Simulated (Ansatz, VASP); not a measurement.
# Cross-check of Sn between VASP and Ansatz

One calculation is typed for both programs; each brings its own data sets. How far apart do they land? The cell is taken from a series of runs on this material, whose earlier steps may have relaxed, scaled, displaced or heated it; both programs get it as it stands.

Main program and level: Ansatz 0.2.0; plane waves, with VASP 6.6.1 beside it; zone-centre phonons at LDA.

## (1) The structure

It takes space group Imma (No. 74, orthorhombic). The conventional cell has a = 4.578 Å, b = 4.622 Å, c = 6.438 Å, α = 90.00°, β = 90.00°, γ = 90.00°. Sn has 4 Sn at 2.80 to 2.81 Å nearest. That group holds within 0.01 Å; judged at 0.001 Å it is C2/m (No. 12).

Structure file:

```cif
data_structure
_symmetry_space_group_name_H-M 'Imma'
_symmetry_Int_Tables_number 74
_cell_length_a 4.5783
_cell_length_b 4.6222
_cell_length_c 6.4384
_cell_angle_alpha 90.000
_cell_angle_beta 90.000
_cell_angle_gamma 90.000
_cell_volume 136.25
loop_
_atom_site_label
_atom_site_type_symbol
_atom_site_symmetry_multiplicity
_atom_site_Wyckoff_symbol
_atom_site_fract_x
_atom_site_fract_y
_atom_site_fract_z
_atom_site_occupancy
Sn1 Sn 4 e 0.50000 0.75000 0.87584 1
```

## (2) Ansatz: zone-centre phonons, LDA

Ansatz runs on its PAW soft_1 files.

Second derivatives magnify differences that forces hide, and they need a tight electronic threshold.

input.yaml reads:

```yaml
crystal:
  lattice:
    - [0.0155465398, 3.2528761728, 3.2191762392]
    - [3.2528761728, 0.0155465398, 3.2191762392]
    - [3.2684227126, 3.2684227126, 0.0]
  atoms:
    - { symbol: Sn, position: [0.5007197284, 0.5007197284, 0.4991566915] }
    - { symbol: Sn, position: [0.7492802716, 0.7492802716, 0.7508433085] }
kpoints:
  mp_grid: { grid: [12, 12, 12], shift: [0.5, 0.5, 0.5] }
hamiltonian:
  xc: lda
  pseudopotentials: { kind: paw, azcp: { folder: soft_1 }, xc_functional: pbe }
scf:
  occupations: { method: gaussian, width: 0.015 }
output:
  eigenvalues: true
phonons:
  method: dfpt
```

Run with:

```console
$ ansatz run input.yaml --threads 4 --pin off --max-ram 10240MiB --backend cpu --events-out ev --progress --plain --runs-dir out
```

Numbers of over 12 decimals in the logs are rounded to 6 here.

Log:

```text
Engine: ansatz 0.2.0, aarch64-unknown-linux-gnu
Pseudopotentials: kind: paw
Pseudopotential: Sn, paw, valence charge 14, recommended cutoff 420 eV (normal), soft_1/Sn.paw.azcp
Functional definition: SPW92
  exchange = slater_x
  correlation = pw_c
Crystal: 2 atoms, lattice volume = 68.124 Å³
Basis set: ecut = 420 eV, 1363 PW (Γ), exchange–correlation on 64×64×64 points (8 copies of the dense FFT grid, shifted against one another)
Bands: 18, of which v1, the nominal top of the filled ones, is band 14 counted from 1 (13 counted from 0)
Symmetry: 4 space group operations
k-points: 864 of 1728 (irreducible under 1 space group operation, time reversal used)
Non-local potential: Sn, projectors of the file, l = 0: 2, l = 1: 2, l = 2: 2, l = 3: 1
PAW form: soft (Blöchl's): semilocal exchange-correlation on the pseudo side does not see the compensation charge
PAW frozen core: Sn, regenerated for the run's functional, and the local potential with it (the file was generated under x = pbe(κ = 0.804, μ = 0.219515), c = pbe(β = 0.066725))
PAW one-centre angular grid: Sn, 590 points (default); XC on 64 Gauss nodes
Initial density: superposition of atomic densities (chi_scale 0.1, normalization cell)
Initial wavefunctions: pseudopotential atomic-orbital guess
Functional: x = slater, c = lda
SCF iter   1: F=—  HF=-11759.278073 eV  |F-HF|=—  |Δ(HF+E_count)|=         —  Δρ=2.25e-2  dr2=3.88e-1  ethr=3.10e-3  ⟨swp⟩=6.0  Hψ=84596  notcnv=0
preconditioner: auto → none  [insulator: Δε(μ)=0.085 eV  Ē_g=19.947 eV  σ=0.015 eV  W_gap=0.57  n_scr=14 (ndim 8)  ℏωp=23.8 eV  f_vac=0.004  D(μ)=0.23/eV (n_scr^D=0)  ε∞_Penn≈2.4]
SCF iter   2: F=—  HF=-11759.162853 eV  |F-HF|=—  |Δ(HF+E_count)|=   1.15e-1  Δρ=9.39e-3  dr2=6.27e-2  ethr=1.38e-3  ⟨swp⟩=2.0  Hψ=25902  notcnv=0
SCF iter   3: F=—  HF=-11759.148157 eV  |F-HF|=—  |Δ(HF+E_count)|=   1.47e-2  Δρ=1.00e-3  dr2=4.81e-4  ethr=2.24e-4  ⟨swp⟩=2.0  Hψ=22472  notcnv=0
SCF iter   4: F=—  HF=-11759.148264 eV  |F-HF|=—  |Δ(HF+E_count)|=   1.07e-4  Δρ=4.58e-4  dr2=5.42e-5  ethr=1.72e-6  ⟨swp⟩=2.0  Hψ=31045  notcnv=0
SCF iter   5: F=—  HF=-11759.148258 eV  |F-HF|=—  |Δ(HF+E_count)|=   6.13e-6  Δρ=1.56e-4  dr2=6.19e-6  ethr=1.93e-7  ⟨swp⟩=2.8  Hψ=27917  notcnv=0
SCF iter   6: F=—  HF=-11759.148257 eV  |F-HF|=—  |Δ(HF+E_count)|=   3.08e-7  Δρ=3.39e-5  dr2=4.06e-7  ethr=2.21e-8  ⟨swp⟩=2.0  Hψ=25600  notcnv=0
SCF iter   7: F=—  HF=-11759.148257 eV  |F-HF|=—  |Δ(HF+E_count)|=   9.07e-8  Δρ=9.57e-6  dr2=4.49e-8  ethr=1.45e-9  ⟨swp⟩=2.0  Hψ=27346  notcnv=0
SCF iter   8: F=—  HF=-11759.148257 eV  |F-HF|=—  |Δ(HF+E_count)|=   1.67e-8  Δρ=5.26e-7  dr2=1.52e-10  ethr=1.60e-10  ⟨swp⟩=2.0  Hψ=27673  notcnv=0
SCF iter   9: F=-11759.148257 eV  HF=-11759.148257 eV  |F-HF|=1.82e-12  |Δ(HF+E_count)|=  3.82e-11  Δρ=4.61e-8  dr2=1.69e-12  ethr=1.00e-12  ⟨swp⟩=7.0  Hψ=72897  notcnv=0
SCF 1 converged in 9 iterations: F = -11759.148257 eV  dr2 = 1.69e-12
  greatest PAW one-centre occupation: 0.992 electrons in one spin orbital (limit 2), on the Sn atom at site 1 (counted from 0), in its partial waves of l = 2
DFPT response loops at Γ: preconditioner auto → Kerker (q_TF=auto, 2.353 Å⁻¹) (partly filled bands, converged f_vac=0.084); β = 1.00, the filter's whole step (`scf.mixing.beta` (0.50) is not read by the response loops under this deck's `scf.mixing.preconditioner`; to damp them name `kerker` or `kerker_dos`, under which they read `scf.mixing.beta`, and type it under 1.00, their step now; both keys bind the ground state too); Broyden in place of MSR1
SCF converged after 9 iterations
Free energy (F): -11759.148257 eV
Harris-Foulkes:  -11759.148257 eV  (|F-HF|=1.82e-12)
Internal energy: -11759.148252 eV  (E = F + TS)
E sigma→0 (E₀):  -11759.148255 eV
Entropy (-TS):   -0.000006 eV (-0.003 meV/atom)
Fermi energy:    7.621612 eV
--- Per-component energies (eV) ---
  E_band       = -253.729019
  E_kinetic    = 339.167478
  E_local      = -2625.886792  (includes V_loc(G=0)·N_el)
  E_nonlocal   = 298.986270
  E_hartree    = 1274.200360
  E_xc         = -250.012228
  E_vxc        = -162.314117  (∫ρ·V_xc dr)
  E_paw        = -8451.353437  (= ΣΔE_a)
  E_vpaw       = -652.083160  (= ΣTr[D̂ρ^β])
  E_aug_tail   = 0.000545  (compensation charges beyond the density's cutoff)
  E_ewald      = -2345.100230
  E_core_change = 0.849782  (= ΣΔE_core)
  E_smearing   = -0.000006  (= −TS)
  E_closure    = 0.000000  (closes the sum)
  Σ components = -11759.148257   (vs F -11759.148257, Δ=0.00e0)
--- Band table (eV; the first three rows and the last of 864) ---
  k-point 0: bands = [... 10 lower, -3.0817, 6.4638, 7.6388, 7.6497, 7.8374, 9.7588, 9.7889, 9.8340]
  k-point 1: bands = [... 10 lower, -2.9934, 5.6150, 7.2637, 7.5765, 8.2410, 9.9290, 9.9737, 10.2764]
  k-point 2: bands = [... 10 lower, -2.7752, 4.4290, 6.8758, 7.2966, 8.2515, 10.2654, 10.4612, 11.1072]
  k-point 863: bands = [... 10 lower, -1.4491, 1.2364, 6.1961, 6.4423, 7.6627, 10.7288, 10.8888, 13.1899]
--- Phonons (Γ-DFPT): 2 representative perturbations + reference, on 864 of 1728 k-points (Σ response iterations 6) ---
  k mesh reduced under 1 symmetry operation, with k and −k counted as one. Each operation leaves every solved perturbation unchanged. A smaller set is not used because it would not reduce the number of displacements times k-points to solve
  ASR residual: 7.557e-6 → 0.000e0 eV/Å²; symmetrization residual: 1.416e-6 eV/Å²
  ASR residual per site (eV/Å²): 7.56e-6 7.56e-6
  Γ frequencies (cm⁻¹): 0.00 0.00 0.00 188.64 190.47 190.76
  non-analytic LO–TO correction: not included (Born effective charges unavailable; polar crystals: no LO–TO splitting at Γ)
```

Reading the cycles: dr2 is the Hartree energy of the density residual (eV), the measure of convergence; HF is the Harris–Foulkes estimate of the energy, which meets the free energy F at convergence.

(Continued in part 2 of 3.)

[Lines on the potential files, build, host, timing and source positions are cut from VASP's logs without a mark.]

[Logs are printed without paths, hosts, clocks, repeated set-up lines and the standing remarks that a program may print on its own settings, such as how far it seeks lower states.]

[Hosts, paths, dates, database ids (printed as entryN), source tags and the programs' standing remarks are cut or masked in the printed files.]
